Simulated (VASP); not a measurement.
An input for Quantum ESPRESSO's pw.x (written as the equivalent of a VASP run, and not itself run):

```
&CONTROL
  calculation = 'vc-relax'
  pseudo_dir = './pseudo'
  outdir = './out'
  tprnfor = .true.
  tstress = .true.
  nstep = 60
  forc_conv_thr = 0.00039
/
&SYSTEM
  ibrav = 0
  nat = 1
  ntyp = 1
  ecutwfc = 58
  occupations = 'smearing'
  smearing = 'methfessel-paxton'
  degauss = 0.00735
  input_dft = 'pbe'
  vdw_corr = 'grimme-d3'
  dftd3_version = 4
  dftd3_threebody = .false.
/
&ELECTRONS
  conv_thr = 7.3e-08
  electron_maxstep = 100
/
&IONS
/
&CELL
/
ATOMIC_SPECIES
  Ta 180.948 Ta.upf
CELL_PARAMETERS angstrom
    -1.6500000    1.6500000    1.6500000
     1.6500000   -1.6500000    1.6500000
     1.6500000    1.6500000   -1.6500000
ATOMIC_POSITIONS crystal
  Ta   0.0000000  0.0000000  0.0000000
K_POINTS automatic
  14 14 14 0 0 0
```

Task: Translate this input to VASP (INCAR, KPOINTS, POSCAR, choice of POTCAR).

Result: Several could match; the one computed here: 
### POSCAR
```
Ta
1.0
 -1.6500000000   1.6500000000   1.6500000000
  1.6500000000  -1.6500000000   1.6500000000
  1.6500000000   1.6500000000  -1.6500000000
Ta
1
Cartesian
  0.0000000000   0.0000000000   0.0000000000
```

**INCAR**
```
NSW = 60   # most ionic steps
IVDW = 12   # D3, Becke-Johnson
LMAXMIX = 6
ENCUT = 520
EDIFFG = -0.01
ALGO = Normal
ISMEAR = 1
PREC = Accurate
LREAL = .FALSE.   # projection in real space or not
SIGMA = 0.1   # width (eV)
GGA = PE
IBRION = 2   # conjugate gradients
ISIF = 3   # ions, shape and volume
EDIFF = 1E-6
LCHARG = .FALSE.
NELM = 100   # most electronic steps
SYSTEM = Ta
LWAVE = .FALSE.
LASPH = .TRUE.   # aspherical one-centre terms
```

**KPOINTS**
```
kpoints
0
G
14 14 14
```

POTCAR, in this order: Ta_pv (PBE.64 set). Program: vasp_std.

The two are equivalent in intent, not identical: the potentials are each code's own (VASP's PAW set, PseudoDojo norm-conserving files in pw.x), so ENCUT and ecutwfc are chosen apart and not converted; conv_thr bounds pw.x's estimated SCF error, while EDIFF bounds the energy change between steps; forc_conv_thr acts on force components and is met together with etot_conv_thr.

The compound is Ta in the bcc structure. This run relaxes it. Symmetry was kept, so distortions that lower it aren't found.
